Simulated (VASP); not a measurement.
OSZICAR of a VASP run on TiC (rock salt):

### OSZICAR
```
       N       E                     dE             d eps       ncg     rms          rms(c)
DAV:   1     0.119045508111E+03    0.11905E+03   -0.86466E+03  2016   0.161E+03
DAV:   2    -0.155750105365E+02   -0.13462E+03   -0.12881E+03  2108   0.385E+02
DAV:   3    -0.246895211355E+02   -0.91145E+01   -0.88398E+01  2592   0.967E+01
DAV:   4    -0.251475813269E+02   -0.45806E+00   -0.45739E+00  2684   0.206E+01
DAV:   5    -0.251634851701E+02   -0.15904E-01   -0.15903E-01  2648   0.340E+00    0.194E+01
DAV:   6    -0.203601401569E+02    0.48033E+01   -0.29430E+01  2384   0.702E+01    0.675E+00
DAV:   7    -0.198402884618E+02    0.51985E+00   -0.39980E+00  2356   0.263E+01    0.517E+00
DAV:   8    -0.198002017337E+02    0.40087E-01   -0.19658E-01  2160   0.637E+00    0.219E+00
DAV:   9    -0.198069115064E+02   -0.67098E-02   -0.80117E-02  2344   0.309E+00    0.907E-01
DAV:  10    -0.198025425540E+02    0.43690E-02   -0.17004E-02  2472   0.206E+00    0.399E-01
DAV:  11    -0.198020751037E+02    0.46745E-03   -0.38104E-03  2280   0.831E-01    0.911E-02
DAV:  12    -0.198019760807E+02    0.99023E-04   -0.39154E-04  2200   0.325E-01    0.265E-02
DAV:  13    -0.198019615050E+02    0.14576E-04   -0.38382E-05  2856   0.967E-02    0.537E-03
DAV:  14    -0.198019614312E+02    0.73805E-07   -0.96440E-07  1492   0.126E-02
   1 F= -.19801961E+02 E0= -.19801852E+02  d E =-.198020E+02
```

Problem. Which electronic solver shows in the log?

Solution. It is blocked Davidson (ALGO = Normal, or the opening steps of other solvers). The INCAR had ALGO = Normal.

Problem. Can the final energy be trusted as converged?

Solution. The run converged. It stopped with EDIFF = 1E-6, NELM = 100, NSW = 60 and EDIFFG = -0.01 after 1 ionic step (PBEsol GGA, plane waves, VASP's PBE PAW potentials (set 64)).

The compound is TiC in the rock salt structure. It was relaxed first. The start is the result of an earlier pass.
